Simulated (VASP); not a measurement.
Level of theory: r2SCAN meta-GGA, VASP's PBE PAW potentials (set 64) (plane waves; VASP).

Input for VASP

### KPOINTS
```
Automatic mesh
0
Gamma
7 7 7
0 0 0
```

INCAR:
```
LMAXMIX = 4
LOPTICS = .True.
NBANDS = 78
LASPH = .True.
LCHARG = .False.
LWAVE = .False.
LMIXTAU = .True.
LPEAD = .True.
SIGMA = 0.01   ! width (eV)
NEDOS = 1001   ! DOS grid
SYSTEM = ZrPbO3
ISMEAR = 0
CSHIFT = 0.1
ALGO = Normal
PREC = Accurate
LREAL = .False.   ! projection in real space or not
METAGGA = R2SCAN
NELM = 100
EDIFF = 1E-7   ! SCF stop (eV)
ENCUT = 520   ! plane-wave cut-off (eV)
```

**POSCAR**
```
ZrPbO3
1
    4.1378972156     0.0000000000     0.0000000000
    0.0000000000     2.9451096225     3.0156201021
    0.0000000000    -2.9451096225     3.0156201021
Zr Pb O
1 1 3
Direct
  0.5000000000   0.5074359305   0.5074359305
  0.0000000000   0.9484611719   0.9484611719
  0.5000000000   0.0302310248   0.5623710758
  0.5000000000   0.5623710758   0.0302310248
  0.0000000000   0.5584907970   0.5584907970
```

POTCAR, in this order: Zr_sv Pb_d O (PBE.64 set). Program: vasp_std.

Task: What does the run give for the energy per atom (σ→0)?

Result: 
The energy per atom (σ→0) comes out as -22.120 eV/atom.

**OSZICAR**
```
...
DAV:  16    -0.110600068643E+03   -0.39011E-03   -0.90113E-05 11174   0.382E-02    0.140E-02
DAV:  17    -0.110600078998E+03   -0.10355E-04   -0.31254E-06 12534   0.574E-03    0.124E-02
DAV:  18    -0.110600085686E+03   -0.66880E-05   -0.99980E-07 11152   0.431E-03    0.625E-03
DAV:  19    -0.110600088681E+03   -0.29949E-05   -0.19028E-06 11526   0.551E-03    0.317E-03
DAV:  20    -0.110600089016E+03   -0.33555E-06   -0.29896E-07 10792   0.253E-03    0.199E-03
DAV:  21    -0.110600089016E+03    0.84310E-09   -0.76280E-08 10266   0.118E-03
   1 F= -.11060009E+03 E0= -.11060009E+03  d E =-.163434E-46
 imaginary and real dielectric function
```

The structure comes from a computed database's ZrPbO3 entry (Amm2); how it stands against other phases isn't given here. It was relaxed first.
